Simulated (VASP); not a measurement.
**Driving VASP from ASE on LaAsRuO**

Do ASE scripts that read LaAsRuO from different structure formats give one answer, and do several routes find one equilibrium volume? All runs use PBE. Left out of this account: 1 further run (fields: a reference on another mesh). The start is a computed cell from the Materials Project.

Main program and level: VASP 6.6.1; PBE, no spin polarisation; plane waves and PAW (La, As, Ru_pv, O).

## Step 1: The starting structure

Symmetry: P4/nmm, No. 129, tetragonal system. The conventional cell has a = 4.188 Å, b = 4.188 Å, c = 9.116 Å, α = 90.00°, β = 90.00°, γ = 90.00°. Nearest to La lie 4 Ru at 2.84 Å and 1 As at 3.14 Å and 4 O at 3.37 Å. As has 4 O at 2.15 Å nearest. Ru has 4 La at 2.84 Å and 4 Ru at 2.96 Å nearest. Nearest to O lie 4 As at 2.15 Å and 4 La at 3.37 Å. Farther neighbours and most contacts between anions are not listed.

## Step 2: Total energy, forces and stress (PBE, through ASE)

A single point through ASE, with the structure read from a POSCAR.

File run.py:

```python
import numpy as np
from ase.calculators.vasp import Vasp
from ase.io import read
from ase.dft.bandgap import bandgap

atoms = read('structure.vasp')

calc = Vasp(
    xc='pbe',
    pp='PBE',
    prec='Accurate',
    encut=520,
    ediff=1e-06,
    nelm=100,
    ismear=-1,
    sigma=0.05,
    lreal=False,
    algo='Normal',
    nbands=44,
    lasph=True,
    lorbit=11,
    lwave=False,
    lcharg=False,
    kpar=8,
    isif=2,
    pp_version='64',
    setups={'La': '', 'As': '', 'Ru': '_pv', 'O': ''},
    kpts=(7, 7, 4),
    gamma=True,
    txt='vasp.out',
)
atoms.calc = calc

print("energy (eV):", round(atoms.get_potential_energy(), 6))
print("Fermi level (eV):", round(calc.get_fermi_level(), 4))
print("forces (eV/A):")
print(np.round(atoms.get_forces(), 4))
print("stress (GPa, Voigt, tension positive):", np.round(atoms.get_stress() * 160.21766, 3))
gap, p1, p2 = bandgap(calc, direct=False)
print("gap on the mesh (eV):", round(gap, 4))
```

File structure.vasp:

```
LaAsRuO
1.0
    4.1875720000      0.0000000000      0.0000000000
    0.0000000000      4.1875720000      0.0000000000
    0.0000000000      0.0000000000      9.1158540000
La As Ru O
2 2 2 2
Direct
    0.0000000000      0.5000000000      0.7898370000
    0.5000000000      0.0000000000      0.2101630000
    0.0000000000      0.5000000000      0.4451850000
    0.5000000000      0.0000000000      0.5548150000
    0.0000000000      0.0000000000      0.0000000000
    0.5000000000      0.5000000000      0.0000000000
    0.0000000000      0.0000000000      0.5000000000
    0.5000000000      0.5000000000      0.5000000000
```

The projector-augmented-wave data sets are La, As, Ru_pv and O (PBE family, release 64).

Started as:

```
export ASE_VASP_COMMAND="mpirun -np 8 vasp_std"
python run.py
```

What it wrote:

```text
energy (eV): -48.796094
Fermi level (eV): 7.316
forces (eV/A):
[[ 0.      0.      0.0156]
 [ 0.      0.     -0.0156]
 [-0.     -0.     -0.1422]
 [ 0.      0.      0.1422]
 [ 0.      0.     -0.    ]
 [ 0.     -0.     -0.    ]
 [ 0.      0.     -0.    ]
 [ 0.     -0.     -0.    ]]
stress (GPa, Voigt, tension positive): [-0.266 -0.266 -0.021 -0.    -0.    -0.   ]
gap on the mesh (eV): 0.0
```

Wall time 29 s (8 MPI ranks of Intel Xeon 6975P-C (Granite Rapids), shared host); peak memory 3.4 GiB.

Lines that name or quote the potential files are left out of all logs, and their timing lines are given in words.

ASE turned this into the INCAR:

```
ENCUT = 520.000000
SIGMA = 0.050000
EDIFF = 1.00e-06
ALGO = Normal
GGA = PE
PREC = Accurate
ISIF = 2
ISMEAR = -1
KPAR = 8
LORBIT = 11
NBANDS = 44
NELM = 100
LASPH = .TRUE.
LCHARG = .FALSE.
LWAVE = .FALSE.
LREAL = .FALSE.
```

The KPOINTS that ASE wrote:

```
KPOINTS created by Atomic Simulation Environment
0
Gamma
7 7 4
0 0 0
```

VASP's own log, vasp.out:

```text
[banner, memory and clock lines left out]
running    8 mpi-ranks, on    1 nodes
 distrk:  each k-point on    1 cores,    8 groups
 distr:  one band on    1 cores,    1 groups

 POSCAR found type information on POSCAR LaAsRuO
 POSCAR found :  4 types and       8 ions
|                                                                             |
|           W    W    AA    RRRRR   N    N  II  N    N   GGGG   !!!           |
|           W    W   A  A   R    R  NN   N  II  NN   N  G    G  !!!           |
|           W    W  A    A  R    R  N N  N  II  N N  N  G       !!!           |
|           W WW W  AAAAAA  RRRRR   N  N N  II  N  N N  G  GGG   !            |
|           WW  WW  A    A  R   R   N   NN  II  N   NN  G    G                |
|           W    W  A    A  R    R  N    N  II  N    N   GGGG   !!!           |
|                                                                             |
|     For optimal performance we recommend to set                             |
|       NCORE = 2 up to number-of-cores-per-socket                            |
|     NCORE specifies how many cores store one orbital (NPAR=cpu/NCORE).      |
|     This setting can greatly improve the performance of VASP for DFT.       |
|     The default, NCORE=1 might be grossly inefficient on modern             |
|     multi-core architectures or massively parallel machines. Do your        |
|     Unfortunately you need to use the default for GW and RPA                |
|     calculations (for HF NCORE is supported but not extensively tested      |
|     yet).                                                                   |
|                                                                             |

 LDA part: xc-table for (Slater+PW92), standard interpolation
 POSCAR, INCAR and KPOINTS ok, starting setup
 FFT: planning ... GRIDC
 FFT: planning ... GRID_SOFT
 FFT: planning ... GRID
 WAVECAR not read
 entering main loop
       N       E                     dE             d eps       ncg     rms          rms(c)
DAV:   1     0.983762176882E+03    0.98376E+03   -0.30820E+04  2848   0.228E+03
DAV:   2     0.151093748772E+03   -0.83267E+03   -0.80623E+03  3032   0.491E+02
DAV:   3    -0.138524278538E+02   -0.16495E+03   -0.15980E+03  3908   0.236E+02
DAV:   4    -0.489262867138E+02   -0.35074E+02   -0.33478E+02  4880   0.753E+01
DAV:   5    -0.532157577479E+02   -0.42895E+01   -0.41482E+01  4816   0.271E+01    0.131E+01
DAV:   6    -0.510003816837E+02    0.22154E+01   -0.85963E+01  4160   0.213E+01    0.130E+01
DAV:   7    -0.496444393229E+02    0.13559E+01   -0.34765E+01  4400   0.262E+01    0.749E+00
DAV:   8    -0.488732716080E+02    0.77117E+00   -0.67905E+00  4868   0.115E+01    0.321E+00
DAV:   9    -0.488509524803E+02    0.22319E-01   -0.93005E-01  4560   0.424E+00    0.125E+00
DAV:  10    -0.488307824492E+02    0.20170E-01   -0.14128E-01  4752   0.222E+00    0.524E-01
DAV:  11    -0.488274314106E+02    0.33510E-02   -0.35061E-02  4496   0.769E-01    0.240E-01
DAV:  12    -0.488284301646E+02   -0.99875E-03   -0.36739E-03  4712   0.361E-01    0.995E-02
DAV:  13    -0.488284515764E+02   -0.21412E-04   -0.80648E-04  5104   0.156E-01    0.395E-02
DAV:  14    -0.488284757611E+02   -0.24185E-04   -0.25943E-04  4536   0.760E-02    0.201E-02
DAV:  15    -0.488284640272E+02    0.11734E-04   -0.56556E-05  4600   0.305E-02    0.494E-03
DAV:  16    -0.488284640194E+02    0.78080E-08   -0.62423E-06  3576   0.142E-02
   1 F= -.48828464E+02 E0= -.48796094E+02  d E =-.647392E-01
```

From OUTCAR (step 2):

```text
ion  position               nearest neighbor table
   1  0.000  0.500  0.790-   5 2.84   6 2.84   5 2.84   6 2.84   3 3.14
   2  0.500  0.000  0.210-   5 2.84   6 2.84   6 2.84   5 2.84   4 3.14
   3  0.000  0.500  0.445-   7 2.15   8 2.15   7 2.15   8 2.15   1 3.14
   4  0.500  0.000  0.555-   7 2.15   8 2.15   8 2.15   7 2.15   2 3.14
   5  0.000  0.000  0.000-   1 2.84   2 2.84   1 2.84   2 2.84   6 2.96   6 2.96   6 2.96   6 2.96

  LATTYP: Found a simple tetragonal cell.
 ALAT       =     4.1875720000
 C/A-ratio  =     2.1768829288

 Subroutine GETGRP returns: Found 16 space group operations
 (whereof  8 operations were pure point group operations)

The static configuration has the point symmetry D_2d.
 The point group associated with its full space group is D_4h.

 Found     30 irreducible k-points:

   k-points           NKPTS =     30   k-points in BZ     NKDIM =     30   number of bands    NBANDS=     44

   dimension x,y,z NGX =    32 NGY =   32 NGZ =   70
   dimension x,y,z NGXF=    64 NGYF=   64 NGZF=  140

   ENCUT  =  520.0 eV  38.22 Ry    6.18 a.u.   7.79  7.79 16.95*2*pi/ulx,y,z

   NELECT =      72.0000    total number of electrons

 k-points in reciprocal lattice and weights: KPOINTS created by Atomic Simulation Env
   0.00000000  0.00000000  0.00000000       0.005
   0.14285714  0.00000000  0.00000000       0.020
   0.28571429  0.00000000  0.00000000       0.020
   0.42857143  0.00000000  0.00000000       0.020
   0.14285714  0.14285714  0.00000000       0.020
   0.28571429  0.14285714  0.00000000       0.041
   0.42857143  0.14285714  0.00000000       0.041
   0.28571429  0.28571429  0.00000000       0.020
   0.42857143  0.28571429  0.00000000       0.041
[...]
0.42857143  0.28571429  0.50000000       0.041
   0.42857143  0.42857143  0.50000000       0.020

 average (electrostatic) potential at core
       1 -95.8403       2 -95.8403       3 -48.3174       4 -48.3174       5 -71.1724
       6 -71.1724       7 -69.5702       8 -69.5702

 E-fermi :   7.3160

 k-point     1 :       0.0000    0.0000    0.0000
  band No.  band energies     occupation
    ...
     31       5.5581      2.00000
     32       6.5724      2.00000
     33       6.8424      1.99985
     34       7.0360      1.99263
     35       7.0360      1.99263
     36       7.7377      0.00043
     37       8.7061      0.00000
     38       8.9028      0.00000
     39       9.2755      0.00000
     40       9.5564      0.00000
    ...

 k-point     2 :       0.1429    0.0000    0.0000
  band No.  band energies     occupation
    ...
     31       5.6736      2.00000
     32       6.4847      2.00000
     33       6.6704      2.00000
     34       6.9101      1.99940
     35       7.2638      1.47876
     36       7.6919      0.00108
     37       8.4021      0.00000
     38       8.6030      0.00000
     39       8.7082      0.00000
     40       9.2675      0.00000
    ...

 k-point     3 :       0.2857    0.0000    0.0000
  band No.  band energies     occupation
    ...
     33       6.5749      2.00000
     34       6.6067      2.00000
     35       7.3037      1.12203
     36       7.3612      0.57595
     37       7.3647      0.54780
     38       8.0217      0.00000
     39       8.5944      0.00000
     40       8.8185      0.00000
     41       9.4041      0.00000
     42       9.7081      0.00000
    ...

  Total        0.2653591      0.2653591      0.0212512      0.0000000      0.0000000      0.0000000
  in kB        2.6596382      2.6596382      0.2129961      0.0000000      0.0000000      0.0000000
  external PRESSURE =       1.8440908 kB  Pullay stress =       0.0000000 kB

  energy-cutoff  :      520.00
  volume of cell :      159.85
      direct lattice vectors                 reciprocal lattice vectors
     4.187572000  0.000000000  0.000000000     0.238801864  0.000000000  0.000000000
     0.000000000  4.187572000  0.000000000     0.000000000  0.238801864  0.000000000
     0.000000000  0.000000000  9.115854000     0.000000000  0.000000000  0.109698993

 POSITION                                       TOTAL-FORCE (eV/Angst)
 -----------------------------------------------------------------------------------
      0.00000      2.09379      7.20004         0.000000      0.000000      0.015639
      2.09379      0.00000      1.91582         0.000000      0.000000     -0.015639
      0.00000      2.09379      4.05824        -0.000000     -0.000000     -0.142151
      2.09379      0.00000      5.05761         0.000000      0.000000      0.142151
      0.00000      0.00000      0.00000         0.000000      0.000000     -0.000000
      2.09379      2.09379      0.00000         0.000000     -0.000000     -0.000000
      0.00000      0.00000      4.55793         0.000000      0.000000     -0.000000
      2.09379      2.09379      4.55793         0.000000     -0.000000     -0.000000
 -----------------------------------------------------------------------------------
    total drift:                                0.000000     -0.000000     -0.000000

  FREE ENERGIE OF THE ION-ELECTRON SYSTEM (eV)
  ---------------------------------------------------
  free  energy   TOTEN  =       -48.8284640194 eV

  energy  without entropy=      -48.7637248577  energy(sigma->0) =      -48.79609444

 total charge
# of ion       s       p       d       f       tot
--------------------------------------------------
    1        2.038   5.567   0.901   0.248   8.754
    2        2.038   5.567   0.901   0.248   8.754
    3        1.362   1.177   0.083   0.000   2.621
    4        1.362   1.177   0.083   0.000   2.621
    5        0.373   6.067   6.230   0.000  12.670
    6        0.373   6.067   6.230   0.000  12.670
    7        1.612   3.314   0.000   0.000   4.926
    8        1.612   3.314   0.000   0.000   4.926
--------------------------------------------------
tot         10.770  32.248  14.428   0.496  57.942

[... 3 further parts left out ...]
```

This run has no spin polarisation, although Ru can carry a moment.

Numbers from this step:

```
SCF cycles              : 16
electrons               : 72
bands                   : 44
irreducible k-points    : 30
symmetry operations     : 16
free energy (TOTEN)     : -48.83 eV
energy at zero smearing : -48.80 eV
Fermi energy            : 7.316 eV
pressure                : 0.1844 GPa
metallic                : yes
```

Force by atom:

| atom | x (eV/Å) | y (eV/Å) | z (eV/Å) | size |
| --- | --- | --- | --- | --- |
| La1 | 0.000 | 0.000 | 0.016 | 0.016 |
| La2 | 0.000 | 0.000 | -0.016 | 0.016 |
| As3 | 0.000 | 0.000 | -0.142 | 0.142 |
| As4 | 0.000 | 0.000 | 0.142 | 0.142 |
| Ru5 | 0.000 | 0.000 | 0.000 | 0.000 |
| Ru6 | 0.000 | 0.000 | 0.000 | 0.000 |
| O7 | 0.000 | 0.000 | 0.000 | 0.000 |
| O8 | 0.000 | 0.000 | 0.000 | 0.000 |

The pressure is 0.18 GPa and the largest force 0.142 eV/Å, so the cell is not at a minimum at these settings.

[end of part 1 of 3]

[Lines on the potential files, build, host, timing and source positions are cut from VASP's logs without a mark.]

[Logs are printed without paths, hosts, clocks, repeated set-up lines and the standing remarks that a program may print on its own settings, such as how far it seeks lower states.]

[Hosts, paths, dates, database ids (printed as entryN), source tags and the programs' standing remarks are cut or masked in the printed files.]

[A measured line is paired with the nearest computed mode of its activity, which favours agreement.]
